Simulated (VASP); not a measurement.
Data:

```xyz
2
Lattice="1.5907 -2.8205 0.0000 1.5907 2.8205 0.0000 0.0000 0.0000 5.1993" Properties=species:S:1:pos:R:3 pbc="T T T"
Mg     1.5907     0.9402     1.2998
Mg     1.6375    -0.9402     3.8995
```

Calculation: PBE GGA with spin-orbit coupling, VASP's PBE PAW potentials (set 64) (plane waves; VASP). Numerical set-up: 400 eV cut-off, 12×12×7 Γ-centred mesh, first-order Methfessel-Paxton smearing of 0.10 eV, potentials Mg.

### Question
Give the stress tensor in GPa (positive for a compressed cell).

### Answer

```
-0.19  -0.13   0.00
-0.13  -0.93   0.00
 0.00   0.00  -1.01
```
The pressure is its mean diagonal, -0.71 GPa.

The compound is Mg in the hcp structure. The cell was not relaxed at this level, atoms are displaced from their ideal sites. The run is one of a series of settings (GGA_COMPAT = .FALSE., LSORBIT = .TRUE., MAGMOM = 0 0 0 0 0 0, program vasp_ncl against the base run), some of them coarse on purpose.
